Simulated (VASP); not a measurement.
Input:

```
CELL_PARAMETERS angstrom
      0.00000     2.52918     2.52918
      2.52918     0.00000     2.52918
      2.52918     2.52918     0.00000
ATOMIC_POSITIONS crystal
  Hf 0.00000 0.00000 0.00000
  O  0.25000 0.25000 0.25000
  O  0.75000 0.75000 0.75000
```

Computed with TPSS meta-GGA, VASP's PBE PAW potentials (set 64) (plane waves; VASP). Numerical set-up: 520 eV cut-off, 9×9×9 Γ-centred mesh, tetrahedra with Blöchl corrections, potentials Hf_pv O.

Unless said otherwise, spin-orbit coupling is left out, though it shifts the bands of the heavy elements here.

What does the run give for the energy per atom (σ→0), band gap (over mesh and band path) with the smallest direct gap where there is one?

```yaml
band gap (over mesh and band path): 3.88 eV
smallest direct gap (over mesh and band path): 3.88 eV
energy per atom (σ→0): -12.228 eV/atom
```

Total energies compare only between runs with the same potentials, cut-off and functional.

The compound is HfO2 in the fluorite structure, the high-temperature cubic form, which is unstable at 0 K; the monoclinic form is the stable one. It was relaxed first.
